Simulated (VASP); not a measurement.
Here is the system:

```
CaS
1.0
    0.00000     2.95220     2.95220
    2.95220     0.00000     2.95220
    2.95220     2.95220     0.00000
Ca S
1 1
Direct
  0.00000   0.00000   0.00000
  0.50000   0.50000   0.50000
```

Computed with RPBE GGA, VASP's PBE PAW potentials (set 64) (plane waves; VASP). Settings: 520 eV cut-off, 8×8×8 Γ-centred mesh, Gaussian smearing of 0.050 eV, potentials Ca_sv S.

Q: What does the run give for the energy per atom (σ→0), pressure, band gap (on the k-mesh) with the smallest direct gap where there is one?

A: 
The band gap (on the k-mesh) comes out as 2.68 eV and the smallest direct gap (on the k-mesh) comes out as 3.40 eV. The energy per atom (σ→0) is -4.884 eV/atom. The pressure comes out as -2.66 GPa.

The absolute energy has meaning only against runs of the same code, potentials and settings.

The compound is CaS in the rock salt structure. This cell is one point of a volume scan, at 1.06 of the reference volume.
